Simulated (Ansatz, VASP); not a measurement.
# Cross-check of Mg10P38O105 (glassy 66P2O5-34MgO (mol %)) between VASP and Ansatz

Wanted: the spread between two codes on one cell, functional and k mesh. The cell is taken from a series of runs on this material, whose earlier steps may have relaxed, scaled, displaced or heated it; both programs get it as it stands.

Main program and level: Ansatz 0.2.0; plane waves, with VASP 6.6.1 beside it; single point at PBE.

### 1. The starting structure

The cell holds 153 atoms: 38 P, 10 Mg and 105 O. Cell: a = 12.748 Å, b = 12.748 Å, c = 12.748 Å, α = 90.0°, β = 90.0°, γ = 90.0°. As first built, before any earlier steps moved the atoms (in the runner's words): 153 atoms (38 P, 10 Mg, 105 O) placed at random at 2.44 g/cm^3, melted at 4000 K for 10 ps at fixed volume with the Morse and Coulomb pair potential with partial charges (Pedone, Malavasi, Menziani, Cormack and Segre, J. Phys. Chem. B 110, 11780 (2006)). Quenched from 4000 K to 300 K at 50 K/ps and fixed volume, held 10 ps at zero pressure.

### 2. VASP: single point, PBE

A single point gives forces, pressure and levels at one fixed geometry, so differences don't come from the geometry; what else differs is listed under the comparison.

Lines of VASP's logs that name or quote its potential files are left out, and so is its time.

The input, INCAR:

```
SYSTEM = Mg10P38O105
PREC = Accurate
ENCUT = 520
EDIFF = 1E-06
NELM = 120
ISMEAR = 0
SIGMA = 0.01
LREAL = Auto
ALGO = Normal
GGA = PE
NBANDS = 527
LORBIT = 11
LWAVE = .FALSE.
LCHARG = .FALSE.
ISIF = 2
LASPH = .TRUE.
GGA_COMPAT = .FALSE.
EFERMI = MIDGAP
```

The input, POSCAR:

```
Mg10P38O105
1.0
   12.7476500000      0.0000000000      0.0000000000
    0.0000000000     12.7476500000      0.0000000000
    0.0000000000      0.0000000000     12.7476500000
P Mg O
38 10 105
Direct
    0.0309200000      0.1622600000      0.8892600000
    0.5322900000      0.5008400000      0.9123700000
    0.2322800000      0.2589700000      0.1805600000
    0.5710500000      0.0846000000      0.7220700000
    0.9179800000      0.0773500000      0.2860600000
    0.6567400000      0.1400700000      0.0677500000
    0.3171600000      0.6016600000      0.9120800000
    0.1161800000      0.5424400000      0.0099000000
    0.4851000000      0.4228100000      0.6804900000
    0.9040300000      0.6123600000      0.3103100000
    0.6513900000      0.8350000000      0.4918600000
    0.9885300000      0.2751800000      0.1657600000
    0.1345500000      0.5569600000      0.3487000000
    0.2223000000      0.6878700000      0.5335500000
    0.6745000000      0.7286900000      0.0547000000
    0.4091000000      0.8338300000      0.5396500000
    0.9991000000      0.7548800000      0.9690900000
    0.7868600000      0.7229100000      0.8433600000
    0.0440000000      0.3987600000      0.8257600000
    0.5050800000      0.6687400000      0.6915700000
    0.0914600000      0.3586000000      0.4846400000
    0.1626500000      0.0158700000      0.7445800000
    0.3398300000      0.0225100000      0.3946100000
    0.4541000000      0.0169600000      0.0128400000
    0.8260700000      0.0434000000      0.9385200000
    0.7443100000      0.1907300000      0.4231000000
    0.7397700000      0.9229200000      0.7056900000
    0.3340500000      0.4705900000      0.2598600000
    0.5412800000      0.1146800000      0.3197800000
    0.3110500000      0.9144200000      0.1790800000
[... 117 atom lines left out ...]
    0.5417100000      0.3241000000      0.4203100000
    0.4035800000      0.4496700000      0.3557600000
    0.5622200000      0.7083600000      0.0794000000
    0.6266300000      0.9699600000      0.7325000000
    0.5604700000      0.9992600000      0.2816100000
    0.6715400000      0.6219500000      0.2902900000
```

The input, KPOINTS:

```
Automatic mesh
0
Gamma
1 1 1
0 0 0
```

Potentials, in the order of the species: P, Mg and O (PBE family, release 64).

On the command line:

```
$ export OMP_NUM_THREADS=4
$ mpirun -np 1 vasp_gam
```

Numbers of over 12 decimals in the logs are rounded to 6 here.

Output:

```text
[banner, memory and clock lines left out]
running    1 mpi-ranks, on    1 nodes
[...]
Offloading initialized ...    1 GPUs detected
[...]
LDA part: xc-table for (Slater+PW92), standard interpolation
 POSCAR, INCAR and KPOINTS ok, starting setup
[...]
entering main loop
       N       E                     dE             d eps       ncg     rms          rms(c)
DAV:   1     0.829947836459E+04    0.82995E+04   -0.50541E+05  1086   0.157E+03
DAV:   2    -0.480904048925E+03   -0.87804E+04   -0.85142E+04  1301   0.387E+02
DAV:   3    -0.119592842393E+04   -0.71502E+03   -0.70960E+03  1244   0.119E+02
DAV:   4    -0.121140741783E+04   -0.15479E+02   -0.15389E+02  1284   0.185E+01
[...]
DAV:  18    -0.103963987705E+04    0.18867E-04   -0.29939E-05  1228   0.193E-02    0.637E-03
DAV:  19    -0.103963987809E+04   -0.10347E-05   -0.23441E-05  1244   0.948E-03    0.904E-03
DAV:  20    -0.103963987801E+04    0.77715E-07   -0.15913E-06   820   0.202E-03
   1 F= -.10396399E+04 E0= -.10396399E+04  d E =0.000000E+00
```

Parts of OUTCAR (step 2):

```text
  FREE ENERGIE OF THE ION-ELECTRON SYSTEM (eV)
  ---------------------------------------------------
  free  energy   TOTEN  =     -1039.6398780094 eV

  energy  without entropy=    -1039.6398780094  energy(sigma->0) =    -1039.63987801

[... 1 further part left out ...]
```

The run ends at a pressure of 1.21 GPa, with forces up to 9.6 eV/Å.

### 3. Ansatz: single point, PBE

Ansatz runs on its default PAW (the set named soft_2) files.

The same cell, functional and mesh now go to Ansatz, which takes its cutoff from its data sets.

The input, input.yaml:

```yaml
crystal:
  lattice:
    - [12.74765, 0.0, 0.0]
    - [0.0, 12.74765, 0.0]
    - [0.0, 0.0, 12.74765]
  atoms:
    - { symbol: P, position: [0.03092, 0.16226, 0.88926] }
    - { symbol: P, position: [0.53229, 0.50084, 0.91237] }
    - { symbol: P, position: [0.23228, 0.25897, 0.18056] }
    - { symbol: P, position: [0.57105, 0.0846, 0.72207] }
    - { symbol: P, position: [0.91798, 0.07735, 0.28606] }
    - { symbol: P, position: [0.65674, 0.14007, 0.06775] }
    - { symbol: P, position: [0.31716, 0.60166, 0.91208] }
    - { symbol: P, position: [0.11618, 0.54244, 0.0099] }
    - { symbol: P, position: [0.4851, 0.42281, 0.68049] }
    - { symbol: P, position: [0.90403, 0.61236, 0.31031] }
    - { symbol: P, position: [0.65139, 0.835, 0.49186] }
    - { symbol: P, position: [0.98853, 0.27518, 0.16576] }
    - { symbol: P, position: [0.13455, 0.55696, 0.3487] }
    - { symbol: P, position: [0.2223, 0.68787, 0.53355] }
    - { symbol: P, position: [0.6745, 0.72869, 0.0547] }
    - { symbol: P, position: [0.4091, 0.83383, 0.53965] }
    - { symbol: P, position: [0.9991, 0.75488, 0.96909] }
    - { symbol: P, position: [0.78686, 0.72291, 0.84336] }
    - { symbol: P, position: [0.044, 0.39876, 0.82576] }
    - { symbol: P, position: [0.50508, 0.66874, 0.69157] }
    - { symbol: P, position: [0.09146, 0.3586, 0.48464] }
    - { symbol: P, position: [0.16265, 0.01587, 0.74458] }
    - { symbol: P, position: [0.33983, 0.02251, 0.39461] }
    - { symbol: P, position: [0.4541, 0.01696, 0.01284] }
    - { symbol: P, position: [0.82607, 0.0434, 0.93852] }
    - { symbol: P, position: [0.74431, 0.19073, 0.4231] }
    - { symbol: P, position: [0.73977, 0.92292, 0.70569] }
    - { symbol: P, position: [0.33405, 0.47059, 0.25986] }
    - { symbol: P, position: [0.54128, 0.11468, 0.31978] }
    - { symbol: P, position: [0.31105, 0.91442, 0.17908] }
[... 117 atom lines left out ...]
    - { symbol: O, position: [0.54171, 0.3241, 0.42031] }
    - { symbol: O, position: [0.40358, 0.44967, 0.35576] }
    - { symbol: O, position: [0.56222, 0.70836, 0.0794] }
    - { symbol: O, position: [0.62663, 0.96996, 0.7325] }
    - { symbol: O, position: [0.56047, 0.99926, 0.28161] }
    - { symbol: O, position: [0.67154, 0.62195, 0.29029] }
kpoints:
  mp_grid: { grid: [1, 1, 1] }
hamiltonian:
  xc: pbe
scf:
  occupations: { method: fixed }
output:
  forces: true
```

On the command line:

```
$ ansatz run input.yaml --threads 4 --pin off --max-ram 15872MiB --backend cpu --events-out ev --progress --plain --runs-dir out
```

Output:

```text
Engine: ansatz 0.2.0, aarch64-unknown-linux-gnu
Pseudopotentials: kind: paw
Pseudopotential: P, paw, valence charge 5, recommended cutoff 420 eV (normal), P.paw.azcp
Pseudopotential: Mg, paw, valence charge 10, recommended cutoff 420 eV (normal), Mg.paw.azcp
Pseudopotential: O, paw, valence charge 6, recommended cutoff 420 eV (normal), O.paw.azcp
Functional definition: PBE
  parameter kappa = 0.804
  parameter beta = 0.066725
  exchange = pbe_x(kappa = kappa, mu = beta*pi^2/3)
  correlation = pbe_c(beta = beta)
Crystal: 153 atoms, lattice volume = 2071.526 Å³
Basis set: ecut = 420 eV, 40483 PW (Γ), exchange–correlation on 180×180×180 points (8 copies of the dense FFT grid, shifted against one another)
Bands: 613, of which v1, the nominal top of the filled ones, is band 460 counted from 1 (459 counted from 0)
Symmetry: 1 space group operations
Space group: P1 (ITA 1), of the structure as read, at distance tolerance 1.3e-4 Å
k-points: 1
Non-local potential: P, projectors of the file, l = 0: 2, l = 1: 2, l = 2: 2
Non-local potential: Mg, projectors of the file, l = 0: 3, l = 1: 2, l = 2: 1
Non-local potential: O, projectors of the file, l = 0: 2, l = 1: 2, l = 2: 1
PAW form: soft (Blöchl's): semilocal exchange-correlation on the pseudo side does not see the compensation charge
PAW one-centre angular grid: P, 110 points (default); XC on 64 Gauss nodes
PAW one-centre angular grid: Mg, 110 points (default); XC on 64 Gauss nodes
PAW one-centre angular grid: O, 110 points (default); XC on 64 Gauss nodes
Initial density: superposition of atomic densities (neutral atoms: chi_scale 0, normalization atom), corrected by the library's trained network
Initial wavefunctions: pseudopotential atomic-orbital guess
Functional: x = pbe(κ = 0.804, μ = 0.219515), c = pbe(β = 0.066725)
SCF iter   1: F=—  HF=-107570.580302 eV  |F-HF|=—  |Δ(HF+E_count)|=         —  Δρ=5.86e-3  dr2=1.16e0  ethr=1.77e-3  ⟨swp⟩=7.0  Hψ=2191  notcnv=0  defer=151
preconditioner: auto → Resta (q_TF=auto, 2.383 Å⁻¹)  ε∞=3.0  [insulator: Δε(μ)=1.694 eV  Ē_g=16.597 eV  n_scr=460 (ndim 8)  ℏωp=23.6 eV  f_vac=0.196  ε∞_Penn≈3.0]
SCF iter   2: F=—  HF=-107570.305613 eV  |F-HF|=—  |Δ(HF+E_count)|=   2.75e-1  Δρ=3.11e-3  dr2=2.53e-1  ethr=1.26e-4  ⟨swp⟩=3.0  Hψ=1081  notcnv=0  defer=151
SCF iter   3: F=—  HF=-107570.246640 eV  |F-HF|=—  |Δ(HF+E_count)|=   5.90e-2  Δρ=1.32e-3  dr2=7.53e-2  ethr=2.75e-5  ⟨swp⟩=4.0  Hψ=837  notcnv=0  defer=144
automatic band count: iteration 3 solves 606 bands in place of 613: the levels show a gap, and the empty bands left out lie too high to hold charge; the band table lists the bands solved (type scf.n_extra_bands for more)
SCF iter   4: F=—  HF=-107570.223797 eV  |F-HF|=—  |Δ(HF+E_count)|=   2.28e-2  Δρ=5.80e-4  dr2=8.22e-3  ethr=8.18e-6  ⟨swp⟩=3.0  Hψ=1076  notcnv=0  defer=144
SCF iter   5: F=—  HF=-107570.222648 eV  |F-HF|=—  |Δ(HF+E_count)|=   1.15e-3  Δρ=3.40e-4  dr2=2.16e-3  ethr=8.94e-7  ⟨swp⟩=3.0  Hψ=995  notcnv=0  defer=144
SCF iter   6: F=—  HF=-107570.222411 eV  |F-HF|=—  |Δ(HF+E_count)|=   2.37e-4  Δρ=9.83e-5  dr2=1.81e-4  ethr=2.35e-7  ⟨swp⟩=3.0  Hψ=872  notcnv=0  defer=144
SCF iter   7: F=—  HF=-107570.222430 eV  |F-HF|=—  |Δ(HF+E_count)|=   1.92e-5  Δρ=5.35e-5  dr2=5.51e-5  ethr=1.97e-8  ⟨swp⟩=3.0  Hψ=1017  notcnv=0  defer=144
SCF iter   8: F=—  HF=-107570.223597 eV  |F-HF|=—  |Δ(HF+E_count)|=   1.17e-3  Δρ=1.72e-5  dr2=6.61e-6  ethr=5.99e-9  ⟨swp⟩=3.0  Hψ=1074  notcnv=0  defer=144
SCF iter   9: F=—  HF=-107570.223598 eV  |F-HF|=—  |Δ(HF+E_count)|=   1.88e-6  Δρ=7.95e-6  dr2=1.30e-6  ethr=7.19e-10  ⟨swp⟩=3.0  Hψ=987  notcnv=0  defer=144
SCF iter  10: F=—  HF=-107570.223599 eV  |F-HF|=—  |Δ(HF+E_count)|=   3.10e-7  Δρ=3.84e-6  dr2=2.83e-7  ethr=1.41e-10  ⟨swp⟩=3.0  Hψ=1000  notcnv=0  defer=144
SCF iter  11: F=-107570.223599 eV  HF=-107570.223599 eV  |F-HF|=8.02e-9  |Δ(HF+E_count)|=   3.18e-8  Δρ=1.03e-6  dr2=2.46e-8  ethr=1.09e-11  ⟨swp⟩=6.0  Hψ=2043  notcnv=0
SCF 1 converged in 11 iterations: F = -107570.223599 eV  dr2 = 2.46e-8
  greatest PAW one-centre occupation: 1.000 electrons in one spin orbital (limit 2), on the Mg atom at site 46 (counted from 0), in its partial waves of l = 0
SCF converged after 11 iterations
Free energy (F): -107570.223599 eV
Harris-Foulkes:  -107570.223599 eV  (|F-HF|=8.02e-9)
Internal energy: -107570.223599 eV  (E = F + TS)
E sigma→0 (E₀):  -107570.223599 eV
Fermi energy:    4.434565 eV
--- Per-component energies (eV) ---
  E_band       = -8171.653853
  E_kinetic    = 22430.043162
  E_local      = -79066.397610  (includes V_loc(G=0)·N_el)
  E_nonlocal   = 7152.961298
  E_hartree    = 29195.324606
  E_xc         = -10442.554109
  E_vxc        = -12658.797321  (∫ρ·V_xc dr)
  E_paw        = -41237.656460  (= ΣΔE_a)
  E_vpaw       = -4420.379773  (= ΣTr[D̂ρ^β])
  E_aug_tail   = 0.266339  (compensation charges beyond the density's cutoff)
  E_ewald      = -35602.210825
  E_smearing   = -0.000000  (= −TS)
  E_closure    = 0.000000  (closes the sum)
  Σ components = -107570.223599   (vs F -107570.223599, Δ=0.00e0)
--- Forces (eV/Å), atoms counted from 1 ---
  atom   1  P      0.47584563    -2.19108671     2.91471303
  atom   2  P      2.93306935     2.41068471    -4.09625778
  atom   3  P     -0.07561869    -3.36745165     0.74056418
  atom   4  P     -0.05829810     3.78897751    -2.04115696
  atom   5  P      3.27560654     1.25426777     2.39407570
  atom   6  P      2.41320259    -1.19014317     3.66295195
  atom   7  P     -0.57197509     1.25519122    -5.29907628
  atom   8  P      0.90407918    -0.36777869     0.58276835
  atom   9  P      3.23317313    -0.85528658     0.20352827
  atom  10  P     -2.82062290     2.40555546     2.23417492
  atom  11  P     -0.98107255     0.81951320    -0.35579222
  atom  12  P     -2.15016406     2.44008792    -2.83512583
  atom  13  P     -1.20984836    -1.67405200     4.13358136
  atom  14  P      2.91039969    -2.73758143     1.88343003
  atom  15  P     -0.46008892    -0.19879972     3.86458287
  atom  16  P      1.34035886     0.13925806     7.62655113
  atom  17  P     -0.04317683     0.20047497     3.08675626
  atom  18  P      2.08069877     0.72556115     2.05570988
  atom  19  P      3.85664034     1.13925654    -0.61021097
  atom  20  P      2.49608093     1.75605779    -0.97900844
  atom  21  P     -0.12381543    -2.83216149     3.18181120
  atom  22  P      1.05402109    -1.47488140     1.07145928
  atom  23  P     -0.08898464    -1.70882384     0.30215525
  atom  24  P     -1.94403047    -0.91987303    -0.75187550
[...]
atom 146  O     -0.23318735     0.31707138     0.36200634
  atom 147  O      0.69721918     1.91534085     0.65295204
  atom 148  O     -0.29206358     1.11294673    -0.72776403
  atom 149  O     -2.20142794     0.50073578    -0.55610536
  atom 150  O     -0.66379695    -0.15614297    -0.68914787
  atom 151  O      1.13293573    -3.52988912     1.04927181
  atom 152  O      1.55123032     0.11281540     1.29757717
  atom 153  O      1.61924088    -0.70200757    -0.57996505
  max |Σ_I F_I| component: 2.82e-5 eV/Å
```

### 4. Comparison

Known differences besides the potentials themselves: fixed occupations in Ansatz, narrow Gaussian smearing in VASP; the data sets hold 920 valence electrons in Ansatz (on its default PAW (the set named soft_2) files) and 840 in VASP; the cutoff is 420 eV in Ansatz and 520 eV in VASP (PREC = Accurate, projectors in real space). Total energies have different zeros and are not compared.

The two programs side by side:

| quantity | Ansatz | VASP | difference |
| --- | --- | --- | --- |
| gap on the k mesh (eV) | 0.730 | 0.674 | +0.055 |

Forces on 7 of the 153 atoms, those with the largest forces and the largest differences (eV/Å; atoms numbered as in POSCAR):

| atom | Ansatz x, y, z | VASP x, y, z |
| --- | --- | --- |
| P2 | 2.933, 2.411, -4.096 | 2.836, 2.333, -3.962 |
| P16 | 1.340, 0.139, 7.627 | 1.322, 0.165, 7.448 |
| P25 | 0.058, -5.025, -2.578 | 0.045, -4.880, -2.530 |
| P29 | -2.088, -3.660, -8.909 | -2.003, -3.621, -8.669 |
| P31 | 3.299, 5.113, -0.515 | 3.211, 4.999, -0.482 |
| P35 | -5.572, -2.119, 3.454 | -5.417, -2.047, 3.341 |
| P36 | -4.161, -2.184, -4.484 | -4.035, -2.087, -4.412 |

The forces differ by 52 meV/Å r.m.s., which is 3.2 % of the r.m.s. force of 1.628 eV/Å (both taken over all components). A gap on the mesh is an upper bound, since the band edges may lie between its points.

### 5. Summary of results

| Item | Value |
| --- | --- |
| r.m.s. force difference (single point, PBE) | 3.2 % of the r.m.s. force |
| difference in gap on the k mesh (single point, PBE) | 0.055 eV |

The r.m.s. force difference is 3.2 % of the r.m.s. force (single point, PBE), beyond the 3 % picked in this series as the mark of a large difference. The data sets hold unlike numbers of valence electrons (920 in Ansatz and 840 in VASP), so part of the differences comes from the potentials. What causes the difference of the single point, PBE pair stays open here. How closely two codes agree says nothing of how well the functional describes the real material.

[Lines on the potential files, build, host, timing and source positions are cut from VASP's logs without a mark.]

[Logs are printed without paths, hosts, clocks, repeated set-up lines and the standing remarks that a program may print on its own settings, such as how far it seeks lower states.]

[Hosts, paths, dates, database ids (printed as entryN), source tags and the programs' standing remarks are cut or masked in the printed files.]
